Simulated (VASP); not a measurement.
Data:

```yaml
crystal:
  lattice:
    - [3.94627, 0.00000, 0.00000]
    - [0.00000, 3.94627, 0.00000]
    - [0.00000, 0.00000, 3.94627]
  atoms:
    - { symbol: Ti, position: [0.00000, 0.00000, 0.00000] }
    - { symbol: Pt, position: [0.00000, 0.50000, 0.50000] }
    - { symbol: Pt, position: [0.50000, 0.00000, 0.50000] }
    - { symbol: Pt, position: [0.50000, 0.50000, 0.00000] }
```

Computed with PBE GGA, VASP's PBE PAW potentials (set 64) (plane waves; VASP). Numerical set-up: 520 eV cut-off, 9×9×9 Γ-centred mesh, tetrahedra with Blöchl corrections, potentials Ti_sv Pt.

The cores are frozen, which limits the accuracy of field gradients.

### Question
Give the principal components of the electric field gradient (V/Å²) and the asymmetry η at each nucleus.

### Answer

```csv
atom,Vxx,Vyy,Vzz,η
Ti1,0.0,0.0,0.0,-
Pt2,33.4,33.4,-66.8,0.00
Pt3,33.4,33.4,-66.8,0.00
Pt4,33.4,33.4,-66.8,0.00
```

The compound is Pt3Ti in the L1_2 structure. It was relaxed first.
